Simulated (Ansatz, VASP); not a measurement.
# Cross-check of FeSi2 (Linzhiite) between VASP and Ansatz, part 2 of 2

Aim: how closely do two programs agree when they are given the same cell, functional and k mesh? Of the first pair: The structure shown is the end of the Ansatz relaxation below.

VASP 6.6.1 and Ansatz 0.2.0.

So far: The structure; Ansatz: relaxation, PBEsol; VASP: single point, PBEsol, pair 1; Comparison.

### Step 6. VASP: single point, PBEsol, pair 2

Level of this step: PBEsol, no spin polarisation; plane waves and PAW (Si, Fe) (VASP).

The same cell, functional, mesh and smearing now go to VASP, with its own data sets.

The input, INCAR:

```
SYSTEM = FeSi2
PREC = Accurate
ENCUT = 600
EDIFF = 1E-06
NELM = 120
ISMEAR = 1
SIGMA = 0.2
LREAL = .FALSE.
ALGO = Normal
GGA = PS
NBANDS = 14
LASPH = .TRUE.
LORBIT = 11
LWAVE = .FALSE.
LCHARG = .FALSE.
ISIF = 2
GGA_COMPAT = .FALSE.
KPAR = 2
```

The input, POSCAR:

```
FeSi2
1.0
    2.6588673814      0.0000000000      0.0000000000
    0.0000000000      2.6588673814      0.0000000000
    0.0000000000      0.0000000000      5.2601583316
Si Fe
2 1
Direct
    0.5000000000      0.5000000000      0.2725917153
    0.5000000000      0.5000000000      0.7274082847
    0.0000000000      0.0000000000      0.0000000000
```

The input, KPOINTS:

```
Automatic mesh
0
Gamma
16 16 8
0 0 0
```

The projector-augmented-wave data sets are Si and Fe (PBE family, release 64).

Launch:

```sh
> mpirun -np 2 vasp_std
```

Numbers of over 12 decimals in the logs are rounded to 6 here.

The program printed:

```text
[banner, memory and clock lines left out]
running    2 mpi-ranks, on    1 nodes
[...]
[... a notice as in an earlier step ...]

 LDA part: xc-table for (Slater+PW92), standard interpolation
 POSCAR, INCAR and KPOINTS ok, starting setup
[...]
entering main loop
       N       E                     dE             d eps       ncg     rms          rms(c)
DAV:   1     0.658905513384E+02    0.65891E+02   -0.77345E+03  6340   0.129E+03
DAV:   2    -0.195095494326E+02   -0.85400E+02   -0.76173E+02  6414   0.229E+02
DAV:   3    -0.235864334168E+02   -0.40769E+01   -0.38929E+01  8600   0.552E+01
DAV:   4    -0.236828782218E+02   -0.96445E-01   -0.96235E-01  7168   0.786E+00
[...]
DAV:  11    -0.219107824402E+02    0.17148E-04   -0.29040E-04  8318   0.197E-01    0.566E-02
DAV:  12    -0.219107764382E+02    0.60020E-05   -0.20559E-05  7898   0.439E-02    0.213E-02
DAV:  13    -0.219107757170E+02    0.72126E-06   -0.47455E-06  7950   0.280E-02
   1 F= -.21910776E+02 E0= -.21910762E+02  d E =-.419506E-04
```

From OUTCAR (step 6):

```text
  Total        0.0842184      0.0842184     -2.7194679      0.0000000     -0.0000000     -0.0000000
  in kB        3.6284859      3.6284859   -117.1662019      0.0000000     -0.0000000     -0.0000000
  external PRESSURE =     -36.6364100 kB  Pullay stress =       0.0000000 kB

 POSITION                                       TOTAL-FORCE (eV/Angst)
 -----------------------------------------------------------------------------------
      1.32943      1.32943      1.43388         0.000000      0.000000      0.021162
      1.32943      1.32943      3.82628        -0.000000      0.000000     -0.021162
      0.00000      0.00000      0.00000        -0.000000     -0.000000      0.000000
 -----------------------------------------------------------------------------------
    total drift:                                0.000000      0.000000      0.000000

  FREE ENERGIE OF THE ION-ELECTRON SYSTEM (eV)
  ---------------------------------------------------
  free  energy   TOTEN  =       -21.9107757170 eV

  energy  without entropy=      -21.9107337663  energy(sigma->0) =      -21.91076173

[... 1 part as in an earlier step ...]

[... 2 further parts left out ...]
[key lines of the parts left out:]
E-fermi :   9.8909
```

The run ends at a pressure of -3.66 GPa, with forces up to 0.021 eV/Å.

### Step 7. Differences

What differs besides the data sets and the points named for the pairs above, as far as they apply: the data sets hold 24 valence electrons in Ansatz (on its PAW soft_1 files) and 16 in VASP. Total energies have different zeros and are not compared.

Both answers:

| quantity | Ansatz | VASP | difference |
| --- | --- | --- | --- |
| pressure (GPa) | -4.04 | -3.66 | -0.38 |

At this near-relaxed geometry the largest component of a force difference is 21 meV/Å.

### Step 8. VASP: zone-centre phonons, PBEsol

Second derivatives magnify differences that forces hide, and they need a tight electronic threshold. The cell compared in this pair holds 34.32 Å³, against 37.19 Å³ for the pair before.

INCAR: that of step 6 with these lines changed.

```diff
@@ -3,3 +3,3 @@
 ENCUT = 600
-EDIFF = 1E-06
+EDIFF = 1E-08
 NELM = 120
@@ -16,2 +16,3 @@
 ISIF = 2
+IBRION = 8
 GGA_COMPAT = .FALSE.
```

The input, POSCAR:

```
FeSi2
1.0
    2.5687910653      0.0000000000      0.0000000000
    0.0000000000      2.5687910653      0.0000000000
    0.0000000000      0.0000000000      5.2003848128
Si Fe
2 1
Direct
    0.5000000000      0.5000000000      0.2757285418
    0.5000000000      0.5000000000      0.7242714582
    0.0000000000      0.0000000000      0.0000000000
```

KPOINTS is that of step 6.

Launch:

```sh
> mpirun -np 2 vasp_std
```

The program printed:

```text
[... set-up lines as in an earlier step ...]
 entering main loop
       N       E                     dE             d eps       ncg     rms          rms(c)
DAV:   1     0.678232297947E+02    0.67823E+02   -0.79056E+03  6356   0.132E+03
DAV:   2    -0.193396722320E+02   -0.87163E+02   -0.77920E+02  6424   0.236E+02
DAV:   3    -0.233913225535E+02   -0.40517E+01   -0.39015E+01  8602   0.562E+01
DAV:   4    -0.234803537655E+02   -0.89031E-01   -0.88893E-01  7166   0.775E+00
[...]
DAV:  14    -0.217796337667E+02    0.21642E-06   -0.42932E-07  9222   0.113E-02    0.309E-03
DAV:  15    -0.217796337840E+02   -0.17315E-07   -0.10015E-07  7976   0.282E-03    0.108E-03
DAV:  16    -0.217796337932E+02   -0.91477E-08   -0.51488E-09  4242   0.155E-03
   1 F= -.21779634E+02 E0= -.21779302E+02  d E =-.996702E-03
 Linear response reoptimize wavefunctions to high precision
DAV:   1    -0.217796337881E+02    0.51218E-08   -0.23015E-09  6016   0.357E-04
DAV:   2    -0.217796337881E+02   -0.90949E-11   -0.17325E-10  3846   0.157E-04
 Linear response DOF=           4
 Linear response progress:
[...]
RMM:  12    -0.164822982390E+00   -0.13856E-06   -0.57090E-08 19340   0.115E-04    0.524E-06
RMM:  13    -0.164822940604E+00    0.41786E-07   -0.58135E-08 19505   0.877E-05    0.545E-07
RMM:  14    -0.164822941833E+00   -0.12287E-08   -0.57414E-08 17266   0.807E-05    0.270E-07
 first order change of Fermi-energy   0.31476E-03
 force on displaced ion       3 direction 1 : -10.493  -0.000   0.000
 Linear response progress:
  Degree of freedom:   4/  4
       N       E                     dE             d eps       ncg     rms          rms(c)
RMM:   1    -0.189936692811E+00   -0.18994E+00   -0.89953E-02 11346   0.250E+00
RMM:   2    -0.183278115199E+00    0.66586E-02   -0.29981E-03  8004   0.826E-01    0.243E-01
RMM:   3    -0.182236553393E+00    0.10416E-02   -0.22204E-03  9858   0.333E-01    0.126E-01
RMM:   4    -0.182392514257E+00   -0.15596E-03   -0.41575E-04 10206   0.110E-01    0.628E-02
[...]
RMM:  13    -0.182705571119E+00    0.28349E-07   -0.40205E-08 10828   0.814E-05    0.460E-06
RMM:  14    -0.182705581705E+00   -0.10587E-07   -0.40185E-08 10778   0.617E-05    0.110E-06
RMM:  15    -0.182705586503E+00   -0.47972E-08   -0.41178E-08  9305   0.590E-05    0.267E-07
 first order change of Fermi-energy   0.19094E-02
 force on displaced ion       3 direction 3 :   0.000  -0.000 -15.062
 Linear response finished
```

From OUTCAR (step 8):

```text
  Total        4.3054994      4.3054994      0.1382416      0.0000000      0.0000000      0.0000000
  in kB      201.0208332    201.0208332      6.4544051      0.0000000      0.0000000      0.0000000
  external PRESSURE =     136.1653572 kB  Pullay stress =       0.0000000 kB

 POSITION                                       TOTAL-FORCE (eV/Angst)
 -----------------------------------------------------------------------------------
      1.28440      1.28440      1.43389         0.000000     -0.000000      0.032524
      1.28440      1.28440      3.76649         0.000000      0.000000     -0.032524
      0.00000      0.00000      0.00000         0.000000      0.000000      0.000000
 -----------------------------------------------------------------------------------
    total drift:                               -0.000000      0.000000     -0.000000

[... 1 part as in an earlier step ...]

[... 1 further part left out ...]
```

### Step 9. Ansatz: zone-centre phonons, PBEsol

The same cell, functional, mesh and smearing now go to Ansatz, which takes its cutoff from its data sets.

The cell is taken from a series of runs on this material, whose earlier steps may have relaxed, scaled, displaced or heated it; both programs get it as it stands.

The input, input.yaml:

```yaml
crystal:
  lattice:
    - [2.5687910653, 0.0, 0.0]
    - [0.0, 2.5687910653, 0.0]
    - [0.0, 0.0, 5.2003848128]
  atoms:
    - { symbol: Si, position: [0.5, 0.5, 0.2757285418] }
    - { symbol: Si, position: [0.5, 0.5, 0.7242714582] }
    - { symbol: Fe, position: [0.0, 0.0, 0.0] }
kpoints:
  mp_grid: { grid: [16, 16, 8] }
hamiltonian:
  xc: pbesol
  pseudopotentials: { kind: paw, azcp: { folder: soft_1 }, xc_functional: pbe }
scf:
  occupations: { method: methfessel_paxton, width: 0.2 }
output:
  eigenvalues: true
phonons:
  method: dfpt
```

Launch:

```sh
> ansatz run input.yaml --threads 4 --pin off --max-ram 10240MiB --backend cpu --events-out ev --progress --plain --runs-dir out
```

The program printed:

```text
zone centre: on kpoints.mp_grid the ground state, and the responses unless they are solved on pairs of k-points, stand on 405 of the mesh's 2048 k-points, reduced under 4 symmetry operations, with k and −k counted as one. Each operation leaves every solved displacement unchanged or reverses it
[...]
Crystal: 3 atoms, lattice volume = 34.316 Å³
[...]
k mesh reduced under 4 symmetry operations, with k and −k counted as one. Each operation leaves every solved displacement unchanged or reverses it
  ASR residual: 7.829e-5 → 0.000e0 eV/Å²; symmetrization residual: 1.789e-6 eV/Å²
  ASR residual per site (eV/Å²): 6.13e-5 6.13e-5 7.83e-5
  Γ frequencies (cm⁻¹): 0.00 0.00 0.00 241.96 241.96 314.60 314.60 377.72 564.67
  non-analytic LO–TO correction: not included (Born effective charges unavailable; polar crystals: no LO–TO splitting at Γ)
[key lines of the parts left out:]
SCF converged after 10 iterations
Free energy (F): -5693.198858 eV
Fermi energy:    15.559001 eV
```

### Step 10. Differences

What differs besides the data sets and the points named for the pairs above, as far as they apply: the data sets hold 24 valence electrons in Ansatz (on its PAW soft_1 files) and 16 in VASP. Total energies have different zeros and are not compared.

Compared:

| quantity | Ansatz | VASP | difference |
| --- | --- | --- | --- |
| optical mode 1 to 2 (cm⁻¹) | 242.0 | 243.9 | -0.80 % |
| optical mode 3 to 4 (cm⁻¹) | 314.6 | 319.3 | -1.46 % |
| optical mode 5 (cm⁻¹) | 377.7 | 382.3 | -1.21 % |
| optical mode 6 (cm⁻¹) | 564.7 | 565.9 | -0.21 % |

Modes are paired by rising frequency, not by their patterns, so a pair may set unlike modes beside each other; they are those without the splitting of longitudinal modes.

### Step 11. Results

- difference in pressure (single point, PBEsol, pair 1): -0.38 GPa
- r.m.s. force difference (single point, PBEsol, pair 1): 9.6 meV/Å
- difference in pressure (single point, PBEsol, pair 2): -0.38 GPa
- r.m.s. force difference (single point, PBEsol, pair 2): 9.9 meV/Å
- r.m.s. difference of the optical zone-centre modes, each program's sorted by frequency (zone-centre phonons, PBEsol): 3.5 cm⁻¹
- difference in optical mode 3 to 4 (zone-centre phonons, PBEsol): -1.5 %

What this shows: The r.m.s. force difference is 9.9 meV/Å (single point, PBEsol, pair 2), within the 12 meV/Å picked in this series as the mark of a large difference. The data sets hold unlike numbers of valence electrons (24 in Ansatz and 16 in VASP), so part of the differences comes from the potentials. Among the rows given in per cent, the largest difference of the zone-centre phonons, PBEsol pair is in optical mode 3 to 4, -1.5 %. How closely two codes agree says nothing of how well the functional describes the real material.

[Lines on the potential files, build, host, timing and source positions are cut from VASP's logs without a mark.]

[Logs are printed without paths, hosts, clocks, repeated set-up lines and the standing remarks that a program may print on its own settings, such as how far it seeks lower states.]

[Hosts, paths, dates, database ids (printed as entryN), source tags and the programs' standing remarks are cut or masked in the printed files.]
